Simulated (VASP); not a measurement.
Here is the system:

```
CELL_PARAMETERS angstrom
      3.08609     0.00000     0.00000
     -1.54304     2.67263     0.00000
      0.00000     0.00000    13.73031
ATOMIC_POSITIONS crystal
  Hf 0.66667 0.33333 0.50000
  O  0.33333 0.66667 0.41633
  O  0.33333 0.66667 0.58367
```

Method: r2SCAN meta-GGA, VASP's PBE PAW potentials (set 64) (plane waves; VASP 6.6.1). Numerical set-up: 520 eV cut-off, 9×9×1 Γ-centred mesh, tetrahedra with Blöchl corrections, potentials Hf_pv O.

The cell holds a wide vacuum, so values per volume refer to the whole cell. Unless said otherwise, spin-orbit coupling is left out, though it shifts the bands of the heavy elements here.

**Question.** Give the energies of bands 6 to 14 at the high-symmetry points, in eV from the valence-band maximum.

**Answer.** 
| band | Γ | M | K |
|---|---|---|---|
| 6 | -4.55 | -4.73 | -4.54 |
| 7 | -3.29 | -3.05 | -3.46 |
| 8 | -3.29 | -3.04 | -2.95 |
| 9 | -1.89 | -2.93 | -2.68 |
| 10 | -1.89 | -1.71 | -1.50 |
| 11 | -0.23 | -0.10 | -0.24 |
| 12 | 4.23 | 2.93 | 2.52 |
| 13 | 6.10 | 7.02 | 5.55 |
| 14 | 6.78 | 7.61 | 8.31 |

The gap is indirect, 2.47 eV, from the valence maximum at K-Γ at 0.53 to the conduction minimum at K-Γ at 0.21.

The cell is a sheet with vacuum, built from a generated structure.
